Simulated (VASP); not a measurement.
VASP input:

File POSCAR:
```
ZrS2
1
    1.8009650000    -3.1663220000     0.0000000000
    1.8009650000     3.1663220000     0.0000000000
    0.0000000000     0.0000000000     5.7947140000
Zr S
1 2
Direct
  0.0000000000   0.0000000000   0.0000000000
  0.3333330000   0.6666670000   0.2500000000
  0.6837390000   0.3504050000   0.7500000000
```

**KPOINTS**
```
Regular mesh
0
Gamma
 6 6 4
0 0 0
```

### INCAR
```
! general
SYSTEM =ZrS2
PREC   =Accurate
ENCUT  =400
LREAL  =.FALSE.
LASPH  =.TRUE.

! electronic loop
EDIFF  =1E-6
NELM   =100
ALGO   =Normal
LMAXMIX=4

! smearing
ISMEAR =1
SIGMA  =0.01

! functional
GGA    =PE

! ions
ISIF   =2

! output
LWAVE  =.FALSE.
LCHARG =.FALSE.
```

POTCAR, in this order: Zr_sv S (PBE.64 set). Program: vasp_std.

**Question.** Translate this PBE calculation to Ansatz.

**Answer.** One equivalent input (not run):
Ansatz 0.2 input:
```yaml
crystal:
  lattice:
    - [1.8009650, -3.1663220, 0.0000000]
    - [1.8009650, 3.1663220, 0.0000000]
    - [0.0000000, 0.0000000, 5.7947140]
  atoms:
    - { symbol: Zr, position: [0.0000000, 0.0000000, 0.0000000] }
    - { symbol: S, position: [0.3333330, 0.6666670, 0.2500000] }
    - { symbol: S, position: [0.6837390, 0.3504050, 0.7500000] }
kpoints:
  mp_grid: { grid: [6, 6, 4] }
hamiltonian:
  xc: pbe
  pseudopotentials: { kind: paw }
scf:
  occupations: { method: methfessel_paxton, width: 0.01 }
  max_iter: 100
output: { forces: true, stress: true, eigenvalues: true }
```
What does not carry over: each code has its own PAW files, so the cut-off isn't converted (ENCUT is set for VASP's; basis.ecutwfc is left out, and Ansatz then takes the one that its files recommend); Ansatz stops its SCF on the density residual and VASP on the energy change (EDIFF).

The compound is ZrS2 in the 1T layered structure. The cell was not relaxed at this level, atoms are displaced from their ideal sites. The run is one of a series of settings (ISMEAR = 1, SIGMA = 0.01 against the base run), some of them coarse on purpose.
